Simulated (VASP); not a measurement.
An input for Ansatz (written as the equivalent of a VASP run, and not itself run):

Ansatz 0.2 input:
```yaml
crystal:
  lattice:
    - [0.0000000, 2.5050600, 2.4654100]
    - [2.4912260, 0.0000000, 2.4654100]
    - [2.4912260, 2.5050600, 0.0000000]
  atoms:
    - { symbol: Hf, position: [0.0000000, 0.0000000, 0.0000000] }
    - { symbol: O, position: [0.2500000, 0.2500000, 0.2500000] }
    - { symbol: O, position: [0.7393630, 0.7606370, 0.7606370] }
kpoints:
  mp_grid: { grid: [3, 3, 3] }
hamiltonian:
  xc: pbe
  pseudopotentials: { kind: paw }
scf:
  occupations: { method: gaussian, width: 0.05 }
  max_iter: 100
output: { forces: true, stress: true, eigenvalues: true }
```

Question: Translate this input to VASP (INCAR, KPOINTS, POSCAR, choice of POTCAR).

Answer: One answer among several that fit: 
### POSCAR
```
HfO2
1
    0.0000000000     2.5050600000     2.4654100000
    2.4912260000     0.0000000000     2.4654100000
    2.4912260000     2.5050600000     0.0000000000
Hf O
1 2
Direct
  0.0000000000   0.0000000000   0.0000000000
  0.2500000000   0.2500000000   0.2500000000
  0.7393630000   0.7606370000   0.7606370000
```

INCAR:
```
SYSTEM = HfO2
PREC = Accurate
ENCUT = 520
EDIFF = 1E-6
NELM = 100
ALGO = Normal
LREAL = .FALSE.
LASPH = .TRUE.
ISMEAR = 0
SIGMA = 0.05
GGA = PE
LMAXMIX = 6
LWAVE = .FALSE.
LCHARG = .FALSE.
ISIF = 2
```

**KPOINTS**
```
Automatic mesh
0
Gamma
3 3 3
0 0 0
```

POTCAR, in this order: Hf_pv O (PBE.64 set). Program: vasp_std.

The two are equivalent in intent, not identical: each code has its own PAW files, so the cut-off isn't converted (ENCUT is set for VASP's; basis.ecutwfc is left out, and Ansatz then takes the one that its files recommend); Ansatz stops its SCF on the density residual and VASP on the energy change (EDIFF).

The compound is HfO2 in the fluorite structure, the high-temperature cubic form, which is unstable at 0 K; the monoclinic form is the stable one. The cell was not relaxed at this level, atoms are displaced from their ideal sites. The k-mesh is coarse (spacing up to 0.73 per Å, 2π included), so the numbers may not be converged in it. The run is one of a series of settings (KPOINTS 3×3×3 Γ-centred mesh against the base run), some of them coarse on purpose.
